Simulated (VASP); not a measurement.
An input for Quantum ESPRESSO's pw.x (written as the equivalent of a VASP run, and not itself run):

```
&CONTROL
  calculation = 'scf'
  pseudo_dir = './pseudo'
  outdir = './out'
  tprnfor = .true.
  tstress = .true.
/
&SYSTEM
  ibrav = 0
  nat = 2
  ntyp = 2
  ecutwfc = 82.3
  occupations = 'smearing'
  smearing = 'gaussian'
  degauss = 0.0147
  input_dft = 'pbe'
/
&ELECTRONS
  conv_thr = 7.3e-08
  electron_maxstep = 100
/
ATOMIC_SPECIES
  Sn 118.710 Sn.upf
  Te 127.600 Te.upf
CELL_PARAMETERS angstrom
     0.0000000    3.1858150    3.1858150
     3.1858150    0.0000000    3.1858150
     3.1858150    3.1858150    0.0000000
ATOMIC_POSITIONS crystal
  Sn   0.0222810 -0.0136950 -0.0006710
  Te   0.4777190  0.5136950  0.5006710
K_POINTS automatic
  3 3 3 0 0 0
```

Translate this input to VASP (INCAR, KPOINTS, POSCAR, choice of POTCAR).

One answer among several that fit: 
### KPOINTS
```
kpoints
0
Gamma
  3 3 3
0 0 0
```

**POSCAR**
```
SnTe
1
    0.0000000000     3.1858150000     3.1858150000
    3.1858150000     0.0000000000     3.1858150000
    3.1858150000     3.1858150000     0.0000000000
Sn Te
1 1
Direct
  0.0222810000  -0.0136950000  -0.0006710000
  0.4777190000   0.5136950000   0.5006710000
```

INCAR:
```
SYSTEM = SnTe
PREC = Accurate; ENCUT = 300; LREAL = .False.
LASPH = .True.
EDIFF = 1E-6; NELM = 100; ALGO = Normal
LMAXMIX = 4
ISMEAR = 0; SIGMA = 0.2
GGA = PE
ISIF = 2
LWAVE = .False.; LCHARG = .False.
```

POTCAR, in this order: Sn_d Te (PBE.64 set). Program: vasp_std.

The two are equivalent in intent, not identical: the potentials are each code's own (VASP's PAW set, PseudoDojo norm-conserving files in pw.x), so ENCUT and ecutwfc are chosen apart and not converted; conv_thr bounds pw.x's estimated SCF error, while EDIFF bounds the energy change between steps.

The structure comes from a computed database's SnTe entry; how it stands against other phases isn't given here. The cell was not relaxed at this level, atoms are displaced from their ideal sites. The k-mesh is coarse (spacing up to 0.57 per Å, 2π included), so the numbers may not be converged in it. The run is one of a series of settings (KPOINTS 3×3×3 Γ-centred mesh against the base run), some of them coarse on purpose.
